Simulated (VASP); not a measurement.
Set up this calculation in VASP 6.6.1, as the native input.

| Item | Value |
| --- | --- |
| Task | single point |
| Functional | PBE |
| Potentials or basis | VASP PAW PBE potentials, release 64 (Fe, Pt, S) |
| Cutoff | 520 eV |
| k mesh | 4 × 4 × 4 |
| Occupations | gaussian, width 0.1 eV |
| Spin | collinear spin, typed start |
| Starting moments | [4.0, 0.0, 0.0, 0.0, 0.0] μB |
| Dipole correction | no |
| Further INCAR settings | ALGO = Normal; EDIFF = 1e-06; NBANDS = 30 |

The structure of FePtS3 lies in POSCAR:

```
FePtS3
1.0
    4.3939526647      0.0000000000      0.0000000000
    0.0000000000      4.3939526647      0.0000000000
    0.0000000000      0.0000000000      4.3939526647
Fe Pt S
1 1 3
Direct
    0.5000000000      0.5000000000      0.5000000000
    0.0000000000      0.0000000000      0.0000000000
    0.5000000000      0.5000000000      0.0000000000
    0.5000000000      0.0000000000      0.5000000000
    0.0000000000      0.5000000000      0.5000000000
```

The cell was built by a generator and needn't be a form met in nature.

The cell isn't the ideal one: species swapped into the KTcO3 type (Pm-3m, No. 221).

The input as run:

INCAR

```
SYSTEM = FePtS3
  PREC = Accurate
  ENCUT = 520
  EDIFF = 1E-6
  ISMEAR = 0
  SIGMA = 0.1
  LREAL = .FALSE.
  LASPH = .TRUE.
  NELM = 150
  ALGO = Normal
  ISIF = 2
  LWAVE = .FALSE.
  LCHARG = .TRUE.
  ISPIN = 2
  MAGMOM = 4 0 0 0 0
  LORBIT = 11
  LMAXMIX = 4
  GGA = PE
  LELF = .TRUE.
  LVHAR = .TRUE.
  NBANDS = 30
```

KPOINTS

```
Automatic mesh
0
G
  4 4 4
  0 0 0
```

Potentials or basis: VASP PAW PBE potentials, release 64 (Fe, Pt, S).

Launch:

```bash
$ cat potpaw_PBE.64/Fe/POTCAR potpaw_PBE.64/Pt/POTCAR potpaw_PBE.64/S/POTCAR > POTCAR
$ mpirun -np 1 vasp_std > vasp.out
```

It gave:

| Quantity | Value |
| --- | --- |
| Pressure | 0.4 GPa |
| Band gap on the k mesh | none (metal or under the smearing width) |
| Net moment | 2.70 μB per cell |
| Site moments | Fe +1.84; Pt +0.13; S +0.16 μB |
| Valence electrons inside the program's atomic spheres | Fe 7.56; Pt 8.67; S 3.61 |

Caveat: a cell with one magnetic atom can't hold antiferromagnetic order, which such compounds often take.

It took 45 s on 1 thread of AMD EPYC 9R45 96-Core Processor (Zen 5) (shared host), peak memory 0.23 GiB.
